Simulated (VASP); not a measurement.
Computed with PBEsol GGA, VASP's PBE PAW potentials (set 64) (plane waves; VASP).

A VASP calculation is set up with these files.

### INCAR
```
SYSTEM = BN
PREC = Accurate
ENCUT = 520
EDIFF = 1E-7
NELM = 100
ALGO = Normal
LREAL = .FALSE.
LASPH = .TRUE.
ISMEAR = -5
GGA = PS
LWAVE = .FALSE.
LCHARG = .TRUE.
LORBIT = 11
NEDOS = 601
ISIF = 2
```

File KPOINTS:
```
Automatic mesh
0
Gamma
  14 14 14
0 0 0
```

**POSCAR**
```
BN
1
   -0.0000000000     1.8037830981     1.8037830981
    1.8037830981    -0.0000000000     1.8037830981
    1.8037830981     1.8037830981     0.0000000000
B N
1 1
Direct
  0.0000000000   0.0000000000   0.0000000000
  0.2500000000   0.2500000000   0.2500000000
```

POTCAR, in this order: B N (PBE.64 set). Program: vasp_std.

Output

### OSZICAR
```
       N       E                     dE             d eps       ncg     rms          rms(c)
DAV:   1     0.696980875931E+01    0.69698E+01   -0.52676E+03  1744   0.100E+03
DAV:   2    -0.191112964258E+02   -0.26081E+02   -0.25937E+02  2296   0.174E+02
DAV:   3    -0.193014567731E+02   -0.19016E+00   -0.19016E+00  1992   0.180E+01
DAV:   4    -0.193016061781E+02   -0.14941E-03   -0.14941E-03  2256   0.437E-01
DAV:   5    -0.193016062140E+02   -0.35905E-07   -0.35905E-07  1904   0.560E-03    0.659E+00
DAV:   6    -0.184545429739E+02    0.84706E+00   -0.31384E+00  2104   0.129E+01    0.330E+00
DAV:   7    -0.183677296047E+02    0.86813E-01   -0.10025E-01  2160   0.293E+00    0.188E+00
DAV:   8    -0.183468752012E+02    0.20854E-01   -0.41234E-02  1856   0.169E+00    0.182E-01
DAV:   9    -0.183468898292E+02   -0.14628E-04   -0.40831E-04  1712   0.228E-01    0.746E-02
DAV:  10    -0.183469052625E+02   -0.15433E-04   -0.73043E-05  2368   0.873E-02    0.131E-02
DAV:  11    -0.183469067771E+02   -0.15147E-05   -0.32556E-06  1912   0.161E-02    0.544E-03
DAV:  12    -0.183469067737E+02    0.34197E-08   -0.85699E-07  1968   0.743E-03
   1 F= -.18346907E+02 E0= -.18346907E+02  d E =0.000000E+00
```

OUTCAR:
```
------------------------ aborting loop because EDIFF is reached ----------------------------------------
  FORCE on cell =-STRESS in cart. coord.  units (eV):
  Direction    XX          YY          ZZ          XY          YZ          ZX
  --------------------------------------------------------------------------------------
  Total        0.0010479      0.0010479      0.0010479      0.0000000     -0.0000000      0.0000000
  in kB        0.1430389      0.1430389      0.1430389      0.0000000     -0.0000000      0.0000000
  external PRESSURE =       0.1430389 kB  Pullay stress =       0.0000000 kB
  volume of cell :       11.74
      direct lattice vectors                 reciprocal lattice vectors
     0.000000000  1.803783098  1.803783098    -0.277195191  0.277195191  0.277195191
     1.803783098  0.000000000  1.803783098     0.277195191 -0.277195191  0.277195191
     1.803783098  1.803783098  0.000000000     0.277195191  0.277195191 -0.277195191
  FREE ENERGIE OF THE ION-ELECTRON SYSTEM (eV)
  ---------------------------------------------------
  free  energy   TOTEN  =       -18.3469067737 eV

  energy  without entropy=      -18.3469067737  energy(sigma->0) =      -18.34690677

 total charge

# of ion       s       p       d       tot
------------------------------------------
    1        0.677   1.368   0.000   2.046
    2        1.208   2.759   0.000   3.967
--------------------------------------------------
tot          1.885   4.128   0.000   6.013
```
(Selected blocks of OUTCAR.)

OUTCAR:
```
 val. band max:        7.4390448453   @ k =   0.0000   0.0000   0.0000

 cond. band min:      11.7222553521   @ k =   0.5000   0.5000   0.0000


 Fermi energy:         7.4639448740

 k-point     1 :       0.0000    0.0000    0.0000
  band No.  band energies     occupation
      1     -12.8845      2.00000
      2       7.4390      2.00000
      3       7.4390      2.00000
      4       7.4390      2.00000
      5      16.2297      0.00000
      6      16.2297      0.00000
      7      16.2297      0.00000
      8      17.8064      0.00000

 k-point     2 :       0.0714    0.0000    0.0000
  band No.  band energies     occupation
      1     -12.7589      2.00000
      2       6.7457      2.00000
      3       7.3022      2.00000
      4       7.3022      2.00000
      5      16.3947      0.00000
      6      16.4371      0.00000
      7      16.4371      0.00000
      8      18.2298      0.00000

 k-point     3 :       0.1429    0.0000    0.0000
  band No.  band energies     occupation
      1     -12.3853      2.00000
      2       5.0652      2.00000
      3       6.9525      2.00000
      4       6.9525      2.00000
      5      16.6721      0.00000
      6      16.9516      0.00000
      7      16.9516      0.00000
      8      19.2933      0.00000

 k-point     4 :       0.2143    0.0000    0.0000
  band No.  band energies     occupation
      1     -11.7749      2.00000
      2       2.9807      2.00000
      3       6.5143      2.00000
      4       6.5143      2.00000
      5      16.9478      0.00000
      6      17.5247      0.00000
      7      17.5247      0.00000
      8      20.4795      0.00000

 k-point     5 :       0.2857    0.0000    0.0000
  band No.  band energies     occupation
      1     -10.9538      2.00000
      2       0.8374      2.00000
      3       6.0947      2.00000
      4       6.0947      2.00000
      5      17.2094      0.00000
      6      17.9262      0.00000
      7      17.9262      0.00000
...
```

The compound is BN in the zinc blende structure. It was relaxed first.
